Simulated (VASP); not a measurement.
A convergence study with VASP on InSb (zinc blende): one setting is varied, all else stays as given below, so the limit is that of these other settings. Each run relaxes cell and ions from the cell shown. The basis is that of the starting cell, so low cut-offs carry a Pulay error.

```xyz
2
Lattice="0.0000 3.2400 3.2400 3.2400 0.0000 3.2400 3.2400 3.2400 0.0000" Properties=species:S:1:pos:R:3 pbc="T T T"
In     0.0000     0.0000     0.0000
Sb     1.6200     1.6200     1.6200
```

All values below come from PBEsol GGA, VASP's PBE PAW potentials (set 64) (plane waves; VASP 6.6.1). The tightest run used: 700 eV cut-off, 6×6×6 Γ-centred mesh, Gaussian smearing of 0.050 eV, potentials In_d Sb.

**Question.** The settings run are ENCUT = 200; ENCUT = 250; ENCUT = 300; ENCUT = 350; ENCUT = 400; ENCUT = 450; ENCUT = 500; ENCUT = 550; ENCUT = 600; ENCUT = 650; ENCUT = 700. From which on does the relaxed volume stay within 0.05 Å³/atom of the tightest run?

**Answer.** From ENCUT = 400 on: it is off by 0.042 there and by no more than 0.05 in any finer run, while ENCUT = 350 is off by 0.172.
```json
[
 {"setting": "ENCUT = 200", "relaxed volume (Å³/atom)": "31.639", "E (eV/atom)": "-3.8339", "plane waves": "447", "difference judged (Å³/atom)": "3.081"},
 {"setting": "ENCUT = 250", "relaxed volume (Å³/atom)": "34.590", "E (eV/atom)": "-3.8377", "plane waves": "624", "difference judged (Å³/atom)": "0.130"},
 {"setting": "ENCUT = 300", "relaxed volume (Å³/atom)": "34.557", "E (eV/atom)": "-3.8375", "plane waves": "821", "difference judged (Å³/atom)": "0.163"},
 {"setting": "ENCUT = 350", "relaxed volume (Å³/atom)": "34.549", "E (eV/atom)": "-3.8370", "plane waves": "1020", "difference judged (Å³/atom)": "0.172"},
 {"setting": "ENCUT = 400", "relaxed volume (Å³/atom)": "34.679", "E (eV/atom)": "-3.8383", "plane waves": "1258", "difference judged (Å³/atom)": "0.042"},
 {"setting": "ENCUT = 450", "relaxed volume (Å³/atom)": "34.721", "E (eV/atom)": "-3.8387", "plane waves": "1488", "difference judged (Å³/atom)": "0.000"},
 {"setting": "ENCUT = 500", "relaxed volume (Å³/atom)": "34.704", "E (eV/atom)": "-3.8385", "plane waves": "1759", "difference judged (Å³/atom)": "0.016"},
 {"setting": "ENCUT = 550", "relaxed volume (Å³/atom)": "34.700", "E (eV/atom)": "-3.8385", "plane waves": "2012", "difference judged (Å³/atom)": "0.020"},
 {"setting": "ENCUT = 600", "relaxed volume (Å³/atom)": "34.712", "E (eV/atom)": "-3.8387", "plane waves": "2285", "difference judged (Å³/atom)": "0.008"},
 {"setting": "ENCUT = 650", "relaxed volume (Å³/atom)": "34.721", "E (eV/atom)": "-3.8388", "plane waves": "2637", "difference judged (Å³/atom)": "0.001"},
 {"setting": "ENCUT = 700", "relaxed volume (Å³/atom)": "34.720", "E (eV/atom)": "-3.8388", "plane waves": "2884", "difference judged (Å³/atom)": "0.000"}
]
```

Left out are rungs that failed or repeat a setting and relaxations that didn't move; long series are thinned to 24 rows.

The compound is InSb in the zinc blende structure.
